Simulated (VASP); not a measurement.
Output of a VASP run:

File OSZICAR:
```
       N       E                     dE             d eps       ncg     rms          rms(c)
DAV:   1     0.460920585708E+03    0.46092E+03   -0.21335E+04  1440   0.179E+03
DAV:   2    -0.148407989079E+00   -0.46107E+03   -0.45389E+03  1784   0.489E+02
DAV:   3    -0.484784821614E+02   -0.48330E+02   -0.46006E+02  2096   0.146E+02
DAV:   4    -0.506698704845E+02   -0.21914E+01   -0.21903E+01  2096   0.293E+01
DAV:   5    -0.507504727956E+02   -0.80602E-01   -0.80600E-01  1968   0.402E+00    0.236E+01
DAV:   6    -0.403048443367E+02    0.10446E+02   -0.77612E+01  2296   0.781E+01    0.105E+01
DAV:   7    -0.402408944858E+02    0.63950E-01   -0.14285E+01  1968   0.284E+01    0.682E+00
DAV:   8    -0.400294935390E+02    0.21140E+00   -0.98303E-01  2008   0.971E+00    0.306E+00
DAV:   9    -0.400619738451E+02   -0.32480E-01   -0.31964E-01  2008   0.474E+00    0.136E+00
DAV:  10    -0.400460896015E+02    0.15884E-01   -0.15161E-01  1952   0.407E+00    0.396E-01
DAV:  11    -0.400445543515E+02    0.15352E-02   -0.10210E-02  1760   0.701E-01    0.887E-02
DAV:  12    -0.400445397434E+02    0.14608E-04   -0.57357E-04  1864   0.176E-01    0.433E-02
DAV:  13    -0.400445227982E+02    0.16945E-04   -0.23485E-04  1848   0.148E-01    0.154E-02
DAV:  14    -0.400445286055E+02   -0.58073E-05   -0.44395E-05  2216   0.498E-02    0.108E-02
DAV:  15    -0.400445280752E+02    0.53039E-06   -0.20492E-05  2016   0.373E-02    0.781E-03
DAV:  16    -0.400445278276E+02    0.24752E-06   -0.72302E-06  1904   0.242E-02    0.439E-03
DAV:  17    -0.400445276217E+02    0.20592E-06   -0.18956E-06  1864   0.133E-02    0.821E-04
DAV:  18    -0.400445276303E+02   -0.86252E-08   -0.45235E-08   896   0.228E-03
   1 F= -.40044528E+02 E0= -.40044528E+02  d E =-.400445E+02
```

OUTCAR:
```
------------------------ aborting loop because EDIFF is reached ----------------------------------------
  FORCE on cell =-STRESS in cart. coord.  units (eV):
  Direction    XX          YY          ZZ          XY          YZ          ZX
  --------------------------------------------------------------------------------------
  Total       -0.0159539     -0.0159539      0.0016595      0.0000000      0.0000000      0.0000000
  in kB       -0.3786651     -0.3786651      0.0393878      0.0000000      0.0000000      0.0000000
  external PRESSURE =      -0.2393142 kB  Pullay stress =       0.0000000 kB
  volume of cell :       67.50
      direct lattice vectors                 reciprocal lattice vectors
     3.997305145  0.000000000  0.000000000     0.250168542  0.000000000  0.000000000
     0.000000000  3.997305145  0.000000000     0.000000000  0.250168542  0.000000000
     0.000000000  0.000000000  4.224622291     0.000000000  0.000000000  0.236707552
 POSITION                                       TOTAL-FORCE (eV/Angst)
 -----------------------------------------------------------------------------------
      0.00000      0.00000      0.04555         0.000000      0.000000      0.004674
      1.99865      1.99865      2.23797        -0.000000     -0.000000      0.004686
      1.99865      1.99865      4.05354         0.000000      0.000000      0.000336
      0.00000      1.99865      2.03620         0.000000      0.000000     -0.004848
      1.99865      0.00000      2.03620         0.000000      0.000000     -0.004848
 -----------------------------------------------------------------------------------
    total drift:                                0.000000      0.000000     -0.000188
  FREE ENERGIE OF THE ION-ELECTRON SYSTEM (eV)
  ---------------------------------------------------
  free  energy   TOTEN  =       -40.0445276303 eV

  energy  without entropy=      -40.0445276303  energy(sigma->0) =      -40.04452763

 reached required accuracy - stopping structural energy minimisation
```
(Selected blocks of OUTCAR.)

POSCAR:
```
BaTiO3
1
    3.9973051447     0.0000000000     0.0000000000
    0.0000000000     3.9973051447     0.0000000000
    0.0000000000     0.0000000000     4.2246222913
Ba Ti O
1 1 3
Direct
  0.0000000000   0.0000000000   0.0107824600
  0.5000000000   0.5000000000   0.5297439004
  0.5000000000   0.5000000000   0.9595045255
  0.0000000000   0.5000000000   0.4819845570
  0.5000000000   0.0000000000   0.4819845570
```

**Question.** Reconstruct the remaining input files.

**Answer.** One answer among several that fit: the input of the run itself, PBE GGA, plane waves, VASP's PBE PAW potentials (set 64).

**KPOINTS**
```
Automatic mesh
0
Gamma
6 6 5
0 0 0
```

**INCAR**
```
GGA = PE   # PBE
PREC = Accurate
EDIFFG = -0.01
LASPH = .True.
EDIFF = 1E-7
LWAVE = .False.
LREAL = .False.
SYSTEM = BaTiO3
LMAXMIX = 4
ISMEAR = 0   # Gaussian
ALGO = Normal   # blocked Davidson
IBRION = 2
ENCUT = 520   # plane-wave cut-off (eV)
ISIF = 4   # ions and shape, fixed volume
LCHARG = .False.
NSW = 30   # most ionic steps
SIGMA = 0.05   # width (eV)
NELM = 100   # most electronic steps
```

POTCAR, in this order: Ba_sv Ti_sv O (PBE.64 set). Program: vasp_std.

The compound is BaTiO3 in the tetragonal perovskite structure. It was relaxed first.
